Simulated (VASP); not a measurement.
VASP input:

### KPOINTS
```
kpoints
0
Gamma
3 3 3
```

**POSCAR**
```
Pr3In
4.8643280
  1.0000000000   0.0000000000   0.0000000000
  0.0000000000   1.0000000000   0.0000000000
  0.0000000000   0.0000000000   1.0000000000
Pr In
3 1
Cartesian
  0.0209170000   0.5051870000   0.4944180000
  0.4799130000   0.0001890000   0.4976250000
  0.5192800000   0.4925230000  -0.0041280000
 -0.0201090000   0.0021010000   0.0120850000
```

**INCAR**
```
ENCUT = 300
LCHARG = .FALSE.
PREC = Accurate
ALGO = Normal
LORBIT = 11   # lm-projected
ISIF = 2   # forces and stress, cell fixed
SYSTEM = Pr3In
LWAVE = .FALSE.
GGA = PS   # PBEsol
LREAL = .FALSE.   # projection in real space or not
MAGMOM = 3*2.0 0.0
LMAXMIX = 6   # l cut-off of mixed one-centre charges
SIGMA = 0.05   # width (eV)
LASPH = .TRUE.   # aspherical one-centre terms
NELM = 100   # most electronic steps
ISPIN = 2   # spin-polarised
ISMEAR = -1
EDIFF = 1E-6
```

POTCAR, in this order: Pr In_d (PBE.64 set). Program: vasp_std.

**Question.** Write an equivalent input for Ansatz.

**Answer.** One equivalent input (not run):
Ansatz 0.2 input:
```yaml
crystal:
  lattice:
    - [4.8643280, 0.0000000, 0.0000000]
    - [0.0000000, 4.8643280, 0.0000000]
    - [0.0000000, 0.0000000, 4.8643280]
  atoms:
    - { symbol: Pr, position: [0.0209170, 0.5051870, 0.4944180], spin: 2 }
    - { symbol: Pr, position: [0.4799130, 0.0001890, 0.4976250], spin: 2 }
    - { symbol: Pr, position: [0.5192800, 0.4925230, -0.0041280], spin: 2 }
    - { symbol: In, position: [-0.0201090, 0.0021010, 0.0120850] }
kpoints:
  mp_grid: { grid: [3, 3, 3] }
hamiltonian:
  xc: pbesol
  pseudopotentials: { kind: paw }
magnetization: { spin_polarized: true }
scf:
  occupations: { method: fermi_dirac, width: 0.05 }
  max_iter: 100
output: { forces: true, stress: true, eigenvalues: true }
```
Limits of the translation: each code has its own PAW files, so the cut-off isn't converted (ENCUT is set for VASP's; basis.ecutwfc is left out, and Ansatz then takes the one that its files recommend); Ansatz stops its SCF on the density residual and VASP on the energy change (EDIFF).

The structure comes from a measured Pr3In entry of the Crystallography Open Database, whose conditions weren't checked. The cell was not relaxed at this level, atoms are displaced from their ideal sites. The k-mesh is coarse (spacing up to 0.43 per Å, 2π included), so the numbers may not be converged in it.
